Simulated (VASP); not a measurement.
These are PBE GGA, VASP's PBE PAW potentials (set 64) (plane waves; VASP 6.6.1) values and carry that method's errors.

The input files of a VASP run:

**POSCAR**
```
WSi2
1
   -1.5729000000     1.5729000000     3.8367000000
    1.5729000000    -1.5729000000     3.8367000000
    1.5729000000     1.5729000000    -3.8367000000
Si W
2 1
Direct
  0.6650000000   0.6650000000   0.0000000000
  0.3350000000   0.3350000000   0.0000000000
  0.0000000000   0.0000000000   0.0000000000
```

KPOINTS:
```
Automatic
0
Gamma
  10 10 10
0 0 0
```

**INCAR**
```
ALGO=Normal
LCHARG=F
LASPH=T   ! aspherical one-centre terms
PREC=Accurate
LMAXMIX=6
EDIFF=1E-6   ! SCF stop (eV)
ISMEAR=-1   ! Fermi-Dirac
SYSTEM=WSi2
NELM=100   ! most electronic steps
SIGMA=0.1   ! width (eV)
GGA=PE
LREAL=F
ISIF=2
ENCUT=300   ! plane-wave cut-off (eV)
LWAVE=F
```

POTCAR, in this order: Si W_sv (PBE.64 set). Program: vasp_std.

The resulting files:

File OUTCAR:
```
 ion  position               nearest neighbor table
   1  0.665  0.665  0.000-   2 2.53   3 2.56   3 2.56   3 2.56   3 2.56   3 2.57   2 2.58   2 2.58
                             2 2.58   2 2.58
   2  0.335  0.335  0.000-   1 2.53   3 2.56   3 2.56   3 2.56   3 2.56   3 2.57   1 2.58   1 2.58
                             1 2.58   1 2.58
   3  0.000  0.000  0.000-   2 2.56   1 2.56   1 2.56   1 2.56   1 2.56   2 2.56   2 2.56   2 2.56
                             1 2.57   2 2.57
  LATTYP: Found a body centered tetragonal cell.
 ALAT       =     3.1458000000
 C/A-ratio  =     2.4392523364
 Subroutine PRICEL returns:
 Original cell was already a primitive cell.
 Subroutine GETGRP returns: Found 16 space group operations
The static configuration has the point symmetry D_4h.
The dynamic configuration has the point symmetry D_4h.
 Subroutine INISYM returns: Found 16 space group operations
 Subroutine IBZKPT returns following result:
 Found    102 irreducible k-points:

 Following reciprocal coordinates:
            Coordinates               Weight
  0.000000  0.000000  0.000000      1.000000
  0.100000  0.000000 -0.000000      8.000000
  0.200000  0.000000 -0.000000      8.000000
  0.300000  0.000000 -0.000000      8.000000
  0.400000  0.000000  0.000000      8.000000
  0.500000  0.000000  0.000000      4.000000
  0.100000  0.100000 -0.000000      8.000000
  0.200000  0.100000 -0.000000     16.000000
  0.300000  0.100000 -0.000000     16.000000
  0.400000  0.100000  0.000000     16.000000
  0.500000  0.100000  0.000000     16.000000
 -0.400000  0.100000 -0.000000     16.000000
 -0.300000  0.100000  0.000000     16.000000
 -0.200000  0.100000  0.000000     16.000000
 -0.100000  0.100000  0.000000      4.000000
  0.200000  0.200000 -0.000000      8.000000
  0.300000  0.200000 -0.000000     16.000000
  0.400000  0.200000  0.000000     16.000000
  0.500000  0.200000  0.000000     16.000000
 -0.400000  0.200000 -0.000000     16.000000
 -0.300000  0.200000  0.000000     16.000000
 -0.200000  0.200000  0.000000      4.000000
  0.300000  0.300000 -0.000000      8.000000
  0.400000  0.300000  0.000000     16.000000
  0.500000  0.300000 -0.000000     16.000000
 -0.400000  0.300000 -0.000000     16.000000
 -0.300000  0.300000  0.000000      4.000000
  0.400000  0.400000  0.000000      8.000000
  0.500000  0.400000  0.000000     16.000000
 -0.400000  0.400000  0.000000      4.000000
  0.500000  0.500000  0.000000      2.000000
  0.100000  0.100000  0.100000      8.000000
  0.200000  0.100000  0.100000     16.000000
  0.300000  0.100000  0.100000     16.000000
  0.400000  0.100000  0.100000      8.000000
 -0.100000  0.100000  0.100000      4.000000
  0.200000  0.200000  0.100000      8.000000
  0.300000  0.200000  0.100000     16.000000
  0.400000  0.200000  0.100000     16.000000
  0.500000  0.200000  0.100000     16.000000
   k-points           NKPTS =    102   k-points in BZ     NKDIM =    102   number of bands    NBANDS=     15
   number of dos      NEDOS =    301   number of ions     NIONS =      3
   total plane-waves  NPLWV =  21952
   dimension x,y,z NGX =    28 NGY =   28 NGZ =   28
   dimension x,y,z NGXF=    56 NGYF=   56 NGZF=   56
   ions per type =               2   1
   PREC   = accura    normal or accurate (medium, high low for compatibility)
   ISTART =      0    job   : 0-new  1-cont  2-samecut
   ICHARG =      2    charge: 1-file 2-atom 10-const
   ISPIN  =      1    spin polarized calculation?
   LNONCOLLINEAR =      F non collinear calculations
   LSORBIT =      F    spin-orbit coupling
   INIWAV =      1    electr: 0-lowe 1-rand  2-diag
   ENCUT  =  300.0 eV  22.05 Ry    4.70 a.u.   6.26  6.26  6.26*2*pi/ulx,y,z
...
```

### OSZICAR
```
       N       E                     dE             d eps       ncg     rms          rms(c)
DAV:   1     0.900513265588E+02    0.90051E+02   -0.81765E+03  3084   0.102E+03
DAV:   2    -0.229037631273E+02   -0.11296E+03   -0.11145E+03  3578   0.282E+02
DAV:   3    -0.253965994368E+02   -0.24928E+01   -0.24528E+01  4089   0.401E+01
DAV:   4    -0.254117150306E+02   -0.15116E-01   -0.15092E-01  3515   0.350E+00
DAV:   5    -0.254118803771E+02   -0.16535E-03   -0.16533E-03  3984   0.343E-01    0.288E+01
DAV:   6    -0.247120557583E+02    0.69982E+00   -0.36756E+00  3655   0.149E+01    0.108E+01
DAV:   7    -0.246301831381E+02    0.81873E-01   -0.19735E-01  3382   0.279E+00    0.481E+00
DAV:   8    -0.246116655706E+02    0.18518E-01   -0.32096E-02  3886   0.159E+00    0.310E-01
DAV:   9    -0.246112599386E+02    0.40563E-03   -0.10197E-03  3578   0.255E-01    0.171E-01
DAV:  10    -0.246111890746E+02    0.70864E-04   -0.24853E-04  3851   0.154E-01    0.400E-02
DAV:  11    -0.246111854285E+02    0.36461E-05   -0.26206E-05  3767   0.401E-02    0.134E-02
DAV:  12    -0.246111857360E+02   -0.30753E-06   -0.87355E-07  2286   0.723E-03
   1 F= -.24611186E+02 E0= -.24605822E+02  d E =-.107265E-01
```

### OUTCAR
```
------------------------ aborting loop because EDIFF is reached ----------------------------------------
  FORCE on cell =-STRESS in cart. coord.  units (eV):
  Direction    XX          YY          ZZ          XY          YZ          ZX
  --------------------------------------------------------------------------------------
  Total        4.5421774      4.5421774      5.0404366      0.0000000     -0.0000000      0.0000000
  in kB      191.6702096    191.6702096    212.6956837      0.0000000     -0.0000000      0.0000000
  external PRESSURE =     198.6787010 kB  Pullay stress =       0.0000000 kB
  volume of cell :       37.97
      direct lattice vectors                 reciprocal lattice vectors
    -1.572900000  1.572900000  3.836700000     0.000000000  0.317884163  0.130320327
     1.572900000 -1.572900000  3.836700000     0.317884163  0.000000000  0.130320327
     1.572900000  1.572900000 -3.836700000     0.317884163  0.317884163  0.000000000
 POSITION                                       TOTAL-FORCE (eV/Angst)
 -----------------------------------------------------------------------------------
      0.00000      0.00000      5.10281        -0.000000     -0.000000      0.311003
      0.00000      0.00000      2.57059        -0.000000     -0.000000     -0.311003
      0.00000      0.00000      0.00000         0.000000      0.000000      0.000000
 -----------------------------------------------------------------------------------
    total drift:                                0.000000      0.000000     -0.000000
  FREE ENERGIE OF THE ION-ELECTRON SYSTEM (eV)
  ---------------------------------------------------
  free  energy   TOTEN  =       -24.6111857360 eV

  energy  without entropy=      -24.6004592416  energy(sigma->0) =      -24.60582249
```
(Selected blocks of OUTCAR.)

At this cut-off the stress carries a Pulay error, which pulls relaxed volumes low.

The structure is a typed WSi2 crystal. The cell was not relaxed at this level, and its volume differs by -5.9 % from the start's.
